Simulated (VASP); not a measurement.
# Cd2P2F (P1) in VASP: single point with r2SCAN

Aim: the single point of Cd2P2F with r2SCAN.

Everything below comes from runs of VASP 6.6.1. Logs are shortened: lines on timing, memory, paths and dates and some standing lists are left out, and cuts for length are marked.

## 1. The crystal as given

The typed cell holds 5 atoms: a = 4.148 Å, b = 4.072 Å, c = 6.480 Å, α = 87.68°, β = 90.57°, γ = 61.62°.

The cell was built by a generator and needn't be a form met in nature.

## 2. Single point, r2SCAN

Contents of POSCAR:

```
Cd2P2F
1.0
    2.1426366900      3.5512797400     -0.0190131100
   -2.0666845600      3.5074290200      0.0809381100
   -0.1643105300      0.0587735300      6.4780105600
Cd F P
2 1 2
Direct
    0.3321830000      0.3173030000      0.6374200000
    0.6676130000      0.6119410000      0.3536060000
    0.9999000000      0.9841350000      0.9985970000
    0.3235190000      0.3476130000      0.2529330000
    0.6874860000      0.6588150000      0.7725830000
```

Contents of INCAR.step1:

```
SYSTEM = Cd2P2F
PREC = Accurate
ENCUT = 520
ISMEAR = -1
SIGMA = 0.1
LREAL = .FALSE.
LASPH = .TRUE.
NELM = 100
NBANDS = 28
GGA = PE
ALGO = Normal
EDIFF = 1E-4
LWAVE = .TRUE.
LCHARG = .FALSE.
```

Contents of INCAR.step2:

```
SYSTEM = Cd2P2F
PREC = Accurate
ENCUT = 520
EDIFF = 1E-7
ISMEAR = -1
SIGMA = 0.1
LREAL = .FALSE.
LASPH = .TRUE.
NELM = 100
ALGO = Normal
ISIF = 2
LWAVE = .FALSE.
LCHARG = .FALSE.
METAGGA = R2SCAN
LMIXTAU = .TRUE.
NBANDS = 28
ISTART = 1
```

Contents of KPOINTS:

```
Automatic mesh
0
Gamma
  5 5 3
  0.5 0.5 0.5
```

Potentials or basis: VASP PAW PBE potentials, release 64 (Cd, F, P).

On the command line:

```bash
$ cat potpaw_PBE.64/Cd/POTCAR potpaw_PBE.64/F/POTCAR potpaw_PBE.64/P/POTCAR > POTCAR
$ cp INCAR.step1 INCAR
$ mpirun -np 1 vasp_std > vasp.out
$ cp INCAR.step2 INCAR
$ mpirun -np 1 vasp_std > vasp.out
```

OUTCAR:

```text
SYSTEM = Cd2P2F
   PREC = Accurate
   ENCUT = 520
   EDIFF = 1E-7
   ISMEAR = -1
   LREAL = .FALSE.
   LASPH = .TRUE.
   NELM = 100
   ISIF = 2
   METAGGA = R2SCAN
   ISTART = 1

 ion  position               nearest neighbor table
   1  0.332  0.317  0.637-   5 2.48   4 2.49   5 2.54   5 2.63   2 2.87   2 3.00   2 3.20
   2  0.668  0.612  0.354-   4 2.26   4 2.51   4 2.68   5 2.73   1 2.87   1 3.00   1 3.20
   3  1.000  0.984  0.999-
   4  0.324  0.348  0.253-   2 2.26   1 2.49   2 2.51   2 2.68
   5  0.687  0.659  0.773-   1 2.48   1 2.54   1 2.63   2 2.73

  LATTYP: Found a triclinic cell.
 ALAT       =     4.0718293651
 B/A-ratio  =     2.5049454225
 C/A-ratio  =     4.1901782213
 COS(alpha) =     0.0045278275
 COS(beta)  =     0.6236419608
 COS(gamma) =     0.7726560378

  Lattice vectors:

 A1 = (   2.0666845600,  -3.5074290200,  -0.0809381100)
 A2 = (   3.9690585900,  -6.9560845100,   6.3161343400)
 A3 = (   2.3193534900, -10.6836848400, -13.0988842300)

Analysis of symmetry for initial positions (statically):
=====================================================================
 Subroutine PRICEL returns:
 Original cell was already a primitive cell.

 Routine SETGRP: Setting up the symmetry group for a
 triclinic supercell.

 Subroutine GETGRP returns: Found  1 space group operations
 (whereof  1 operations were pure point group operations)
 out of a pool of  2 trial point group operations.

The static configuration has the point symmetry C_1 .

Analysis of symmetry for dynamics (positions and initial velocities):
=====================================================================
 Subroutine PRICEL returns:
 Original cell was already a primitive cell.

 Routine SETGRP: Setting up the symmetry group for a
 triclinic supercell.

 Subroutine GETGRP returns: Found  1 space group operations
 (whereof  1 operations were pure point group operations)
 out of a pool of  2 trial point group operations.

The dynamic configuration has the point symmetry C_1 .

 Subroutine INISYM returns: Found  1 space group operations
 (whereof  1 operations are pure point group operations),
 and found     1 'primitive' translations

----------------------------------------------------------------------------------------

                                     Primitive cell

  volume of cell :      96.1617

  direct lattice vectors                    reciprocal lattice vectors
     2.142636690  3.551279740 -0.019013110     0.236231378  0.139085611  0.004729963
    -2.066684560  3.507429020  0.080938110    -0.239246508  0.144307999 -0.007377606
    -0.164310530  0.058773530  6.478010560     0.003682559 -0.001394806  0.154474441

  length of vectors
     4.147630803  4.071829365  6.480360568     0.274175936  0.279496189  0.154524625

  position of ions in fractional coordinates (direct lattice)
     0.332183000  0.317303000  0.637420000
     0.667613000  0.611941000  0.353606000
     0.999900000  0.984135000  0.998597000
     0.323519000  0.347613000  0.252933000
     0.687486000  0.658815000  0.772583000

  ion indices of the primitive-cell ions
   primitive index   ion index
                 1           1
                 2           2
                 3           3
                 4           4
                 5           5

----------------------------------------------------------------------------------------

 KPOINTS: Automatic mesh

Automatic generation of k-mesh.
 Grid dimensions read from file:
 generate k-points for:    5    5    3

 Generating k-lattice:

  Cartesian coordinates                     Fractional coordinates (reciprocal lattice)
     0.047246276  0.027817122  0.000945993     0.200000000  0.000000000  0.000000000
    -0.047849302  0.028861600 -0.001475521    -0.000000000  0.200000000  0.000000000
     0.001227520 -0.000464935  0.051491480    -0.000000000  0.000000000  0.333333333

  Length of vectors
     0.054835187  0.055899238  0.051508208

  Shift w.r.t. Gamma in fractional coordinates (k-lattice)
     0.500000000  0.500000000  0.500000000

 Subroutine IBZKPT returns following result:
 ===========================================

 Found     38 irreducible k-points:

 Following reciprocal coordinates:
            Coordinates               Weight
  0.100000  0.100000  0.166667      2.000000
  0.300000  0.100000  0.166667      2.000000
  0.500000  0.100000  0.166667      2.000000
 -0.300000  0.100000  0.166667      2.000000
 -0.100000  0.100000  0.166667      2.000000
  0.100000  0.300000  0.166667      2.000000
[... 16 lines left out ...]
  0.500000 -0.100000  0.166667      2.000000
 -0.300000 -0.100000  0.166667      2.000000
 [... further k-points ...]
   k-points           NKPTS =     38   k-points in BZ     NKDIM =     38   number of bands    NBANDS=     28
   number of dos      NEDOS =    301   number of ions     NIONS =      5
   total plane-waves  NPLWV =  46080
   dimension x,y,z NGX =    32 NGY =   30 NGZ =   48
   dimension x,y,z NGXF=    64 NGYF=   60 NGZF=   96
   ions per type =               2   1   2
   NGX,Y,Z   is equivalent  to a cutoff of  12.83, 12.25, 12.31 a.u.
   NGXF,Y,Z  is equivalent  to a cutoff of  25.65, 24.50, 24.63 a.u.
 SYSTEM =  Cd2P2F
   PREC   = accura    normal or accurate (medium, high low for compatibility)
   ISTART =      1    job   : 0-new  1-cont  2-samecut
   ICHARG =      0    charge: 1-file 2-atom 10-const
   ISPIN  =      1    spin polarized calculation?
   LNONCOLLINEAR =      F non collinear calculations
   LSORBIT =      F    spin-orbit coupling
   LASPH  =      T    aspherical Exc in radial PAW
   ENCUT  =  520.0 eV  38.22 Ry    6.18 a.u.   7.71  7.57 12.05*2*pi/ulx,y,z
   NELM   =    100;   NELMIN=  2; NELMDL=  0     # of ELM steps
   EDIFF  = 0.1E-06   stopping-criterion for ELM
   LREAL  =      F    real-space projection
   EDIFFG = 0.1E-05   stopping-criterion for IOM
   NSW    =      0    number of steps for IOM
   IBRION =     -1    ionic relax: 0-MD 1-quasi-New 2-CG
   NFREE  =      0    steps in history (QN), initial steepest desc. (CG)
   ISIF   =      2    stress and relaxation
   ISYM   =      2    0-nonsym 1-usesym 2-fastsym
   POTIM  = 0.5000    time-step for ionic-motion
   TEBEG  =    0.0;   TEEND  =   0.0 temperature during run
   PSTRESS=    0.0 pullay stress
   NELECT =      41.0000    total number of electrons
   NUPDOWN=      -1.0000    fix difference up-down
   EMIN   =  10.00;   EMAX   =-10.00  energy-range for DOS
   EFERMI =   0.00;   METHOD = LEGACY
   ISMEAR =    -1;   SIGMA  =   0.10  broadening in eV -4-tet -1-fermi 0-gaus
   EFERMI_NEDOS =   21; number of points for ismear=-14 and -15
   IALGO  =     38    algorithm
   IMIX   =      4    mixing-type and parameters
     AMIX     =   0.40;   BMIX     =  1.00
     AMIX_MAG =   1.60;   BMIX_MAG =  1.00
  volume/ion in A,a.u.               =      19.23       129.79
  Fermi-wavevector in a.u.,A,eV,Ry     =   1.232165  2.328454 20.656772  1.518230
  Thomas-Fermi vector in A             =   2.366946
   LORBIT       =      0    0 simple, 1 ext, 2 COOP (PROOUT), +10 PAW based schemes
   METAGGA = R2SCAN    functional components
   LHFCALC =     F    Hartree Fock is set to
   AEXX    =    0.0000 exact exchange contribution
   IVDW    =     0    specifies the selected vdW correction
   LEPSILON=     F    determine dielectric tensor
   LRPA    =     F    only Hartree local field effects (RPA)
 non-spin polarized calculation
  energy-cutoff  :      520.00
  volume of cell :       96.16
 maximum number of plane-waves:      2605
   NGX = 15   NGY = 15   NGZ = 25

 number of electron      40.9999992 magnetization

 Free energy of the ion-electron system (eV)
  ---------------------------------------------------
  ext. energy  EPLUGINS =         0.00000000
  ---------------------------------------------------
  free energy    TOTEN  =       -60.21418856 eV

  energy without entropy =      -60.08323998  energy(sigma->0) =      -60.14871427

 E-fermi :   2.3765     XC(G=0): -10.6219

 val. band max:        2.3678752630   @ k =   0.3000  -0.3000   0.1667
 cond. band min:       2.3881232986   @ k =  -0.3000   0.3000   0.5000
 fundamental gap:      0.0202480357
 Fermi energy:         2.3764902523

 k-point     1 :       0.1000    0.1000    0.1667
  band No.  band energies     occupation
      1     -19.7432      2.00000
      2      -9.5798      2.00000
      3      -8.8629      2.00000
      4      -7.0617      2.00000
      5      -6.9546      2.00000
      6      -6.9161      2.00000
[... 20 lines left out ...]
     27       9.2029      0.00000
     28       9.2936      0.00000

 k-point     2 :       0.3000    0.1000    0.1667
  band No.  band energies     occupation
      1     -19.7324      2.00000
      2      -9.3349      2.00000
      3      -8.7381      2.00000
      4      -7.0137      2.00000
      5      -6.9062      2.00000
      6      -6.7633      2.00000
[... 20 lines left out ...]
     27       9.8156      0.00000
     28      10.5312      0.00000

 k-point     3 :       0.5000    0.1000    0.1667
  band No.  band energies     occupation
      1     -19.7218      2.00000
      2      -9.1520      2.00000
      3      -8.6273      2.00000
      4      -6.8753      2.00000
      5      -6.8215      2.00000
      6      -6.6070      2.00000
[... 20 lines left out ...]
     27       9.9958      0.00000
     28      11.8390      0.00000

 k-point     4 :      -0.3000    0.1000    0.1667
  band No.  band energies     occupation
      1     -19.7259      2.00000
      2      -9.2668      2.00000
      3      -8.6627      2.00000
      4      -6.9660      2.00000
      5      -6.8917      2.00000
      6      -6.6407      2.00000
[... 578 lines left out ...]
     27      10.1391      0.00000
     28      10.7301      0.00000

 k-point    23 :       0.5000   -0.1000    0.1667
  band No.  band energies     occupation
      1     -19.7218      2.00000
      2      -9.1492      2.00000
      3      -8.6298      2.00000
      4      -6.8733      2.00000
      5      -6.8245      2.00000
      6      -6.6117      2.00000
[... 20 lines left out ...]
     27       9.9614      0.00000
     28      11.9922      0.00000

 k-point    24 :      -0.3000   -0.1000    0.1667
  band No.  band energies     occupation
      1     -19.7324      2.00000
      2      -9.3307      2.00000
      3      -8.7415      2.00000
      4      -7.0127      2.00000
      5      -6.9050      2.00000
      6      -6.7643      2.00000
[... 20 lines left out ...]
     27       9.3761      0.00000
     28      10.4065      0.00000

 [... further k-points ...]

------------------------ aborting loop because EDIFF is reached ----------------------------------------

  FORCE on cell =-STRESS in cart. coord.  units (eV):
  Direction    XX          YY          ZZ          XY          YZ          ZX
  --------------------------------------------------------------------------------------
  -------------------------------------------------------------------------------------
  Total        1.9921760      6.8925308      2.9615211      1.2018101      0.8053170     -0.6190363
  in kB       33.1922173    114.8384371     49.3427538     20.0237028     13.4176180    -10.3139411
  external PRESSURE =      65.7911361 kB  Pullay stress =       0.0000000 kB

 VOLUME and BASIS-vectors are now :
 -----------------------------------------------------------------------------
  energy-cutoff  :      520.00
  volume of cell :       96.16
      direct lattice vectors                 reciprocal lattice vectors
     2.142636690  3.551279740 -0.019013110     0.236231378  0.139085611  0.004729963
    -2.066684560  3.507429020  0.080938110    -0.239246508  0.144307999 -0.007377606
    -0.164310530  0.058773530  6.478010560     0.003682559 -0.001394806  0.154474441

 POSITION                                       TOTAL-FORCE (eV/Angst)
 -----------------------------------------------------------------------------------
     -0.04875      2.33006      4.14858        -0.244166     -0.017467      1.419790
      0.10766      4.53800      2.32750        -0.208670      2.550052     -0.174923
     -0.05555      7.06140      6.52956         0.037386     -0.226732     -0.040555
     -0.06678      2.38300      1.66049         0.029497     -2.193132     -1.439956
     -0.01547      4.79761      5.04505         0.385953     -0.112721      0.235644
 -----------------------------------------------------------------------------------
    total drift:                                0.000105      0.000531      0.000886

  FREE ENERGIE OF THE ION-ELECTRON SYSTEM (eV)
  ---------------------------------------------------
  free  energy   TOTEN  =       -60.2141885583 eV

  energy  without entropy=      -60.0832399798  energy(sigma->0) =      -60.14871427
```

Wall time 5.2 min (1 thread of Intel Xeon Platinum 8259CL at 2.50GHz (Skylake/Cascade Lake), shared host); peak memory 0.27 GiB.

Results:

```
Free energy            : -60.2142 eV
Pressure               : 6.6 GPa
Largest force          : 2.624 eV/Å
Band gap on the k mesh : none (metal or under the smearing width)
```

Forces in eV/Å, atoms in the order of the input:
```
Cd  -0.244 -0.017  1.420
Cd  -0.209  2.550 -0.175
F    0.037 -0.227 -0.041
P    0.029 -2.193 -1.440
P    0.386 -0.113  0.236
```

Stress tensor (GPa, compression positive):
```
 3.32  2.00 -1.03
 2.00 11.48  1.34
-1.03  1.34  4.93
```

Caveat: the PAW data sets were made with another functional, which shifts forces and pressure a little; an odd number of electrons without spin polarisation forces a metal; a magnetic or distorted state may lie lower.
